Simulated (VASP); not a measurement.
# Be2CdS3 (Cc) in VASP: further runs

The runs below take Be2CdS3 through relaxation of cell and atoms, with PBE.

Program: VASP 6.6.1. These are calculated values, not measurements. Logs are shortened: lines on timing, memory, paths and dates and some standing lists are left out, and cuts for length are marked.

**1. The crystal as given**

The structure is monoclinic, space group Cc (No. 9). The conventional cell has a = 6.361 Å, b = 11.136 Å, c = 6.294 Å, α = 90.00°, β = 107.74°, γ = 90.00°. Be (site symmetry 1) has 4 S at 2.10 to 2.16 Å as nearest neighbours. Around Be (site symmetry 1) lie 4 S at 2.10 to 2.20 Å. Cd (site symmetry 1) is surrounded by 4 S at 2.51 to 2.54 Å. S (site symmetry 1) has 2 Be at 2.10 Å as nearest neighbours. S (site symmetry 1) has 3 Be at 2.13 to 2.16 Å as nearest neighbours. S (site symmetry 1) has 3 Be at 2.14 to 2.20 Å as nearest neighbours.

The cell was built by a generator and needn't be a form met in nature.

**2. Relaxation of cell and atoms, PBE**

Contents of INCAR:

```
SYSTEM = Be2CdS3
PREC     = Accurate       ! precision mode
ENCUT    = 520            ! plane-wave cutoff, eV
EDIFF    = 1E-6           ! SCF threshold, eV
ISMEAR   = 0              ! smearing method
SIGMA    = 0.03           ! smearing width, eV
LREAL    = .FALSE.        ! projectors in reciprocal space
LASPH    = .TRUE.         ! aspherical terms in the spheres
NELM     = 120            ! most SCF steps
ALGO     = Normal         ! electronic algorithm
ISIF     = 3              ! what is computed and relaxed
LWAVE    = .FALSE.        ! write WAVECAR
LCHARG   = .FALSE.        ! write CHGCAR
GGA      = PE             ! functional
IBRION   = 2              ! ionic algorithm
NSW      = 90             ! ionic steps
EDIFFG   = -0.01          ! ionic threshold
KPAR     = 8
```

Contents of KPOINTS:

```
regular mesh
0
G
  6 6 4
  0 0 0
```

Contents of POSCAR:

```
Be2CdS3
1.0
    3.1804584600     -5.5680000000      0.0000000000
    3.1804584600      5.5680000000      0.0000000000
   -1.9174990300      0.0000000000      5.9944207000
Be Cd S
4 2 6
Direct
    0.4149999500      0.5815619700      0.5001159700
    0.5815619700      0.4149999500      0.0001159700
    0.2600450500      0.7428786300      0.0004777300
    0.7428786300      0.2600450500      0.5004777300
    0.9063848200      0.0835431100      0.9933819100
    0.0835431100      0.9063848200      0.4933819100
    0.0467770200      0.2634468000      0.4092020700
    0.5004005000      0.6599582200      0.8591421400
    0.6599582200      0.5004005000      0.3591421400
    0.2634468000      0.0467770200      0.9092020700
    0.4209889300      0.8696989400      0.3630780900
    0.8696989400      0.4209889300      0.8630780900
```

Potentials or basis: VASP PAW PBE potentials, release 64 (Be, Cd, S).

Started as:

```console
> cat potpaw_PBE.64/Be/POTCAR potpaw_PBE.64/Cd/POTCAR potpaw_PBE.64/S/POTCAR > POTCAR
> mpirun -np 8 vasp_std > vasp.out
```

OUTCAR:

```text
SYSTEM = Be2CdS3
   PREC = Accurate
   ENCUT = 520
   EDIFF = 1E-6
   ISMEAR = 0
   LREAL = .FALSE.
   LASPH = .TRUE.
   NELM = 120
   ISIF = 3
   GGA = PE
   IBRION = 2
   NSW = 90
   EDIFFG = -0.01

 ion  position               nearest neighbor table
   1  0.415  0.582  0.500-   7 2.10  11 2.14   9 2.15   8 2.16
   2  0.582  0.415  0.000-  10 2.10  12 2.14   8 2.15   9 2.16
   3  0.260  0.743  0.000-  10 2.10   8 2.13  11 2.19  12 2.20
   4  0.743  0.260  0.500-   7 2.10   9 2.13  12 2.19  11 2.20
   5  0.906  0.084  0.993-   7 2.51   8 2.52  12 2.53  10 2.54   6 3.71   6 3.71
   6  0.084  0.906  0.493-  10 2.51   9 2.52  11 2.53   7 2.54   5 3.71   5 3.71
   7  0.047  0.263  0.409-   1 2.10   4 2.10   5 2.51   6 2.54
   8  0.500  0.660  0.859-   3 2.13   2 2.15   1 2.16   5 2.52
   9  0.660  0.500  0.359-   4 2.13   1 2.15   2 2.16   6 2.52
  10  0.263  0.047  0.909-   2 2.10   3 2.10   6 2.51   5 2.54
  11  0.421  0.870  0.363-   1 2.14   3 2.19   4 2.20   6 2.53
  12  0.870  0.421  0.863-   2 2.14   4 2.19   3 2.20   5 2.53

  LATTYP: Found a base centered monoclinic cell.
 ALAT       =     6.3609169200
 B/A-ratio  =     1.7506909994
 C/A-ratio  =     0.9894231131
 COS(beta)  =    -0.3046725857

  Lattice vectors:

 A1 = (   3.1804584600,  -5.5680000000,   0.0000000000)
 A2 = (   3.1804584600,   5.5680000000,   0.0000000000)
 A3 = (  -1.9174990300,   0.0000000000,   5.9944207000)

Analysis of symmetry for initial positions (statically):
=====================================================================
 Subroutine PRICEL returns:
 Original cell was already a primitive cell.

 Routine SETGRP: Setting up the symmetry group for a
 base centered monoclinic supercell.

 Subroutine GETGRP returns: Found  2 space group operations
 (whereof  1 operations were pure point group operations)
 out of a pool of  4 trial point group operations.

The static configuration has the point symmetry C_1 .
 The point group associated with its full space group is C_1h.

Analysis of symmetry for dynamics (positions and initial velocities):
=====================================================================
 Subroutine PRICEL returns:
 Original cell was already a primitive cell.

 Routine SETGRP: Setting up the symmetry group for a
 base centered monoclinic supercell.

 Subroutine GETGRP returns: Found  2 space group operations
 (whereof  1 operations were pure point group operations)
 out of a pool of  4 trial point group operations.
[... 144 lines left out ...]
  Fermi-wavevector in a.u.,A,eV,Ry     =   1.120097  2.116677 17.070113  1.254618
  Thomas-Fermi vector in A             =   2.256741
   LORBIT       =      0    0 simple, 1 ext, 2 COOP (PROOUT), +10 PAW based schemes
   GGA     = PE    functional components
   LHFCALC =     F    Hartree Fock is set to
   AEXX    =    0.0000 exact exchange contribution
   IVDW    =     0    specifies the selected vdW correction
   LEPSILON=     F    determine dielectric tensor
   LRPA    =     F    only Hartree local field effects (RPA)
 conjugate gradient relaxation of ions
 non-spin polarized calculation
 Gauss-broadening in eV      SIGMA  =   0.03
  energy-cutoff  :      520.00
  volume of cell :      212.31
 maximum number of plane-waves:      5744
   NGX = 23   NGY = 23   NGZ = 23

--------------------------------------- Ionic step        1  -------------------------------------------

 number of electron      68.0000004 magnetization

 Free energy of the ion-electron system (eV)
  ---------------------------------------------------
  ext. energy  EPLUGINS =         0.00000000
  ---------------------------------------------------
  free energy    TOTEN  =       -51.60772170 eV

  energy without entropy =      -51.60772170  energy(sigma->0) =      -51.60772170

------------------------ aborting loop because EDIFF is reached ----------------------------------------

  FORCE on cell =-STRESS in cart. coord.  units (eV):
  Direction    XX          YY          ZZ          XY          YZ          ZX
  --------------------------------------------------------------------------------------
  -------------------------------------------------------------------------------------
  Total       -0.1057307     -0.0904382     -0.2570030      0.0000000      0.0000000     -0.0334209
  in kB       -0.7978949     -0.6824903     -1.9394683      0.0000000      0.0000000     -0.2522102
  external PRESSURE =      -1.1399512 kB  Pullay stress =       0.0000000 kB
[... 119 lines left out ...]
  FREE ENERGIE OF THE ION-ELECTRON SYSTEM (eV)
  ---------------------------------------------------
  free  energy   TOTEN  =       -51.6097011852 eV

  energy  without entropy=      -51.6097011852  energy(sigma->0) =      -51.60970119

[... ionic steps 4 to 9 ...]

--------------------------------------- Ionic step       10  -------------------------------------------

 number of electron      68.0000021 magnetization

------------------------ aborting loop because EDIFF is reached ----------------------------------------
[... 87 lines left out ...]
--------------------------------------- Ionic step       12  -------------------------------------------

 number of electron      68.0000021 magnetization

 Free energy of the ion-electron system (eV)
  ---------------------------------------------------
  ext. energy  EPLUGINS =         0.00000000
  ---------------------------------------------------
  free energy    TOTEN  =       -51.61233954 eV

  energy without entropy =      -51.61233954  energy(sigma->0) =      -51.61233954

 E-fermi :   3.0656     XC(G=0):  -9.5777

 val. band max:        2.9252966717   @ k =   0.0000   0.0000   0.0000
 cond. band min:       5.9381384962   @ k =   0.0000   0.0000   0.0000
 fundamental gap:      3.0128418245
 Fermi energy:         3.0655952716

 k-point     1 :       0.0000    0.0000    0.0000
  band No.  band energies     occupation
      1     -10.1923      2.00000
      2      -9.0938      2.00000
      3      -8.8516      2.00000
      4      -8.7606      2.00000
      5      -8.7308      2.00000
      6      -8.6270      2.00000
[... 1045 lines left out ...]
     40       8.5954      0.00000
     41       8.8252      0.00000

 [... further k-points ...]

------------------------ aborting loop because EDIFF is reached ----------------------------------------

  FORCE on cell =-STRESS in cart. coord.  units (eV):
  Direction    XX          YY          ZZ          XY          YZ          ZX
  --------------------------------------------------------------------------------------
  -------------------------------------------------------------------------------------
  Total        0.0170227      0.0112673      0.0112522      0.0000000      0.0000000      0.0000653
  in kB        0.1287052      0.0851899      0.0850756      0.0000000      0.0000000      0.0004934
  external PRESSURE =       0.0996569 kB  Pullay stress =       0.0000000 kB
[... 27 lines left out ...]
  FREE ENERGIE OF THE ION-ELECTRON SYSTEM (eV)
  ---------------------------------------------------
  free  energy   TOTEN  =       -51.6123395371 eV

  energy  without entropy=      -51.6123395371  energy(sigma->0) =      -51.61233954

 reached required accuracy - stopping structural energy minimisation
```

CONTCAR:

```text
Be2CdS3
   1.00000000000000
     3.1806968805121061   -5.5723967860143127   -0.0033227843885478
     3.1806968805121061    5.5723967860143127   -0.0033227843885478
    -1.9239103725756368    0.0000000000000000    5.9799170502463550
  Be              Cd              S
     4     2     6
Direct
     0.4119102407484658    0.5800042794103656    0.5004419934233855
     0.5800042794103656    0.4119102407484658    0.0004419934233854
     0.2636288629246616    0.7451373022881332    0.0027624616978311
     0.7451373022881332    0.2636288629246616    0.5027624616978311
     0.9071749141181160    0.0834644595574534    0.9897553818854825
     0.0834644595574534    0.9071749141181160    0.4897553818854827
     0.0442376105492316    0.2629876967285434    0.4076677483872123
     0.5001689985081894    0.6583935367544890    0.8599105734696668
     0.6583935367544890    0.5001689985081894    0.3599105734696669
     0.2629876967285434    0.0442376105492316    0.9076677483872123
     0.4223564373071391    0.8712196011052133    0.3648597511364255
     0.8712196011052133    0.4223564373071391    0.8648597511364255

  0.00000000E+00  0.00000000E+00  0.00000000E+00
  0.00000000E+00  0.00000000E+00  0.00000000E+00
  0.00000000E+00  0.00000000E+00  0.00000000E+00
  0.00000000E+00  0.00000000E+00  0.00000000E+00
  0.00000000E+00  0.00000000E+00  0.00000000E+00
  0.00000000E+00  0.00000000E+00  0.00000000E+00
  0.00000000E+00  0.00000000E+00  0.00000000E+00
  0.00000000E+00  0.00000000E+00  0.00000000E+00
  0.00000000E+00  0.00000000E+00  0.00000000E+00
  0.00000000E+00  0.00000000E+00  0.00000000E+00
  0.00000000E+00  0.00000000E+00  0.00000000E+00
  0.00000000E+00  0.00000000E+00  0.00000000E+00
```

It took 5.8 min on 8 MPI ranks of Intel Xeon Platinum 8488C (Sapphire Rapids), shared host; peak memory 0.6 GiB.

What came out:

| Item | Value |
| --- | --- |
| Free energy | -51.6123 eV |
| Relaxed volume | 17.66 Å³/atom |
| Relaxed cell | a = 6.416 Å, b = 6.416 Å, c = 6.282 Å, α = 98.76°, β = 98.76°, γ = 120.56° |
| Space group after relaxing (to 0.05 Å) | Cc (No. 9) |
| Energy gained by relaxing | 0.4 meV/atom |
| Ionic steps | 12 |
| Pressure after relaxing | 0.0 GPa |
| Largest force after relaxing | 0.008 eV/Å |
| Band gap on the k mesh | 3.01 eV, direct |

Forces on the atoms (eV/Å):
```
Be   0.002  0.003  0.000
Be   0.002 -0.003  0.000
Be   0.001  0.003  0.000
Be   0.001 -0.003  0.000
Cd   0.003 -0.007 -0.001
Cd   0.003  0.007 -0.001
S   -0.002  0.001 -0.003
S    0.000  0.002  0.003
S    0.000 -0.002  0.003
S   -0.002 -0.001 -0.003
S   -0.004  0.005  0.001
S   -0.004 -0.005  0.001
```

Step by step:
| step | energy change (eV) | largest force (eV/Å) | pressure (GPa) | volume (Å³) |
| --- | --- | --- | --- | --- |
| 1 | 0.0000 | 0.0743 | -0.11 | 212.31 |
| 2 | -0.0015 | 0.0473 | 0.03 | 211.92 |
| 3 | -0.0020 | 0.0405 | 0.17 | 211.57 |
| 4 | -0.0030 | 0.0378 | 0.01 | 212.00 |
| 5 | -0.0032 | 0.0404 | -0.11 | 212.33 |
| 6 | -0.0038 | 0.0235 | -0.05 | 212.16 |
| 7 | -0.0041 | 0.0278 | 0.01 | 212.00 |
| 8 | -0.0044 | 0.0206 | -0.01 | 212.01 |
| 9 | -0.0044 | 0.0226 | -0.02 | 212.02 |
| 10 | -0.0046 | 0.0153 | 0.01 | 211.93 |
| 11 | -0.0046 | 0.0161 | 0.00 | 211.92 |
| 12 | -0.0046 | 0.0080 | 0.01 | 211.91 |

Final structure:
```
Be Cd S
1.0
     3.18070   -5.57240   -0.00332
     3.18070    5.57240   -0.00332
    -1.92391    0.00000    5.97992
Be Cd S
4 2 6
Cartesian
  2.1922 0.9367 2.9893
  3.1541 -0.9367 -0.0007
  3.2033 2.6832 0.0132
  2.2413 -2.6832 3.0031
  1.2467 -4.5900 5.9154
  2.2087 4.5900 2.9254
  0.1929 1.2190 2.4368
  2.0306 0.8817 5.1383
  2.9926 -0.8817 2.1484
  -0.7691 -1.2190 5.4268
  3.4125 2.5012 2.1775
  2.4506 -2.5012 5.1675
```

Levels at points of the mesh, in eV from the valence-band top:
| k point | band 31 | band 32 | band 33 | band 34 | band 35 | band 36 | band 37 | band 38 |
| --- | --- | --- | --- | --- | --- | --- | --- | --- |
| (0.00, 0.00, 0.00) | -0.74 | -0.16 | -0.11 | 0.00 | 3.01 | 3.74 | 4.21 | 4.77 |
| (0.50, 0.00, 0.00) | -1.18 | -0.81 | -0.75 | -0.37 | 3.79 | 4.17 | 5.09 | 5.28 |
| (0.50, 0.50, 0.00) | -0.96 | -0.61 | -0.50 | -0.16 | 3.08 | 3.65 | 3.90 | 5.28 |
| (0.00, 0.00, 0.50) | -0.59 | -0.59 | -0.31 | -0.31 | 3.86 | 3.86 | 4.77 | 4.77 |
| (0.50, 0.00, 0.50) | -1.01 | -0.71 | -0.60 | -0.50 | 3.34 | 3.73 | 4.06 | 4.67 |
| (0.50, 0.50, 0.50) | -1.16 | -1.16 | -0.79 | -0.79 | 3.98 | 3.98 | 4.79 | 4.79 |

A k mesh can miss the band edges. A hybrid or GW would open this gap; PBE tends to underestimate it.

**3. Relaxation of cell and atoms, PBE**

INCAR: that of step 2 with these lines changed.

```diff
@@ -3,3 +3,3 @@
 ENCUT    = 520            ! plane-wave cutoff, eV
-EDIFF    = 1E-6           ! SCF threshold, eV
+EDIFF    = 1E-7           ! SCF threshold, eV
 ISMEAR   = 0              ! smearing method
@@ -15,4 +15,5 @@
 IBRION   = 2              ! ionic algorithm
-NSW      = 90             ! ionic steps
-EDIFFG   = -0.01          ! ionic threshold
+NSW      = 60             ! ionic steps
+EDIFFG   = -0.005         ! ionic threshold
+POTIM    = 0.3            ! step
 KPAR     = 8
```

KPOINTS is that of step 2.

Contents of POSCAR:

```
Be2CdS3                                 
1.0
    3.1806968805     -5.5723967860     -0.0033227844
    3.1806968805      5.5723967860     -0.0033227844
   -1.9239103726      0.0000000000      5.9799170502
  Be              Cd              S             
     4     2     6
Direct
     0.4119102407484658    0.5800042794103656    0.5004419934233855
     0.5800042794103656    0.4119102407484658    0.0004419934233854
     0.2636288629246616    0.7451373022881332    0.0027624616978311
     0.7451373022881332    0.2636288629246616    0.5027624616978311
     0.9071749141181160    0.0834644595574534    0.9897553818854825
     0.0834644595574534    0.9071749141181160    0.4897553818854827
     0.0442376105492316    0.2629876967285434    0.4076677483872123
     0.5001689985081894    0.6583935367544890    0.8599105734696668
     0.6583935367544890    0.5001689985081894    0.3599105734696669
     0.2629876967285434    0.0442376105492316    0.9076677483872123
     0.4223564373071391    0.8712196011052133    0.3648597511364255
     0.8712196011052133    0.4223564373071391    0.8648597511364255
```

Potentials or basis: VASP PAW PBE potentials, release 64 (Be, Cd, S).

Started as:

```console
> cat potpaw_PBE.64/Be/POTCAR potpaw_PBE.64/Cd/POTCAR potpaw_PBE.64/S/POTCAR > POTCAR
> mpirun -np 8 vasp_std > vasp.out
```

Wall time 1.7 min (8 MPI ranks of Intel Xeon Platinum 8488C (Sapphire Rapids), shared host); peak memory 0.58 GiB.

Results (log left out):

* Free energy: -51.6123 eV
* Relaxed volume: 17.67 Å³/atom
* Relaxed cell: a = 6.417 Å, b = 6.417 Å, c = 6.283 Å, α = 98.76°, β = 98.76°, γ = 120.56°
* Space group after relaxing (to 0.05 Å): Cc (No. 9)
* Energy gained by relaxing: 0.0 meV/atom
* Ionic steps: 3
* Pressure after relaxing: 0.0 GPa
* Largest force after relaxing: 0.005 eV/Å
* Band gap on the k mesh: 3.01 eV, direct

Forces on the atoms (eV/Å):
```
Be  -0.001  0.002  0.001
Be  -0.001 -0.002  0.001
Be  -0.001  0.000  0.000
Be  -0.001  0.000  0.000
Cd   0.000 -0.005 -0.001
Cd   0.000  0.005 -0.001
S    0.004  0.001 -0.001
S    0.001 -0.001  0.001
S    0.001  0.001  0.001
S    0.004 -0.001 -0.001
S   -0.001  0.003  0.000
S   -0.001 -0.003  0.000
```

Final structure:
```cif
data_structure
_symmetry_space_group_name_H-M 'P 1'
_symmetry_Int_Tables_number 1
_cell_length_a 6.4170
_cell_length_b 6.4170
_cell_length_c 6.2826
_cell_angle_alpha 98.762
_cell_angle_beta 98.762
_cell_angle_gamma 120.563
_cell_volume 211.99
loop_
_atom_site_label
_atom_site_type_symbol
_atom_site_fract_x
_atom_site_fract_y
_atom_site_fract_z
_atom_site_occupancy
Be1 Be 0.41192 0.58008 0.50045 1
Be2 Be 0.58008 0.41192 0.00045 1
Be3 Be 0.26362 0.74519 0.00276 1
Be4 Be 0.74519 0.26362 0.50276 1
Cd1 Cd 0.90729 0.08343 0.98974 1
Cd2 Cd 0.08343 0.90729 0.48974 1
S1 S 0.04417 0.26294 0.40761 1
S2 S 0.50017 0.65844 0.85997 1
S3 S 0.65844 0.50017 0.35997 1
S4 S 0.26294 0.04417 0.90761 1
S5 S 0.42224 0.87120 0.36487 1
S6 S 0.87120 0.42224 0.86487 1
```

Levels at points of the mesh, in eV from the valence-band top:
```csv
k point,band 31,band 32,band 33,band 34,band 35,band 36,band 37,band 38
"(0.00, 0.00, 0.00)",-0.74,-0.16,-0.11,0.00,3.01,3.74,4.21,4.77
"(0.50, 0.00, 0.00)",-1.18,-0.81,-0.75,-0.37,3.79,4.17,5.09,5.28
"(0.50, 0.50, 0.00)",-0.95,-0.61,-0.50,-0.16,3.08,3.65,3.90,5.28
"(0.00, 0.00, 0.50)",-0.60,-0.60,-0.31,-0.31,3.86,3.86,4.77,4.77
"(0.50, 0.00, 0.50)",-1.01,-0.71,-0.60,-0.50,3.34,3.73,4.06,4.67
"(0.50, 0.50, 0.50)",-1.16,-1.16,-0.79,-0.79,3.98,3.98,4.79,4.79
```
